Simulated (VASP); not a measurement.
Given:

```yaml
crystal:
  lattice:
    - [0.00000, 3.04138, 3.04138]
    - [3.04138, 0.00000, 3.04138]
    - [3.04138, 3.04138, 0.00000]
  atoms:
    - { symbol: Li, position: [0.25000, 0.25000, 0.25000] }
    - { symbol: Li, position: [0.75000, 0.75000, 0.75000] }
    - { symbol: Se, position: [0.00000, 0.00000, 0.00000] }
```

Level of theory: RPBE GGA, VASP's PBE PAW potentials (set 64) (plane waves; VASP 6.6.1). Settings: 520 eV cut-off, 7×7×7 Γ-centred mesh, tetrahedra with Blöchl corrections, potentials Li_sv Se.

Question: Predict the energy per atom (σ→0).

Answer: 
| Property | Result |
|---|---|
| energy per atom (σ→0) | -3.530 eV/atom |

Total energies compare only between runs with the same potentials, cut-off and functional.

The compound is Li2Se in the antifluorite structure. It was relaxed first.
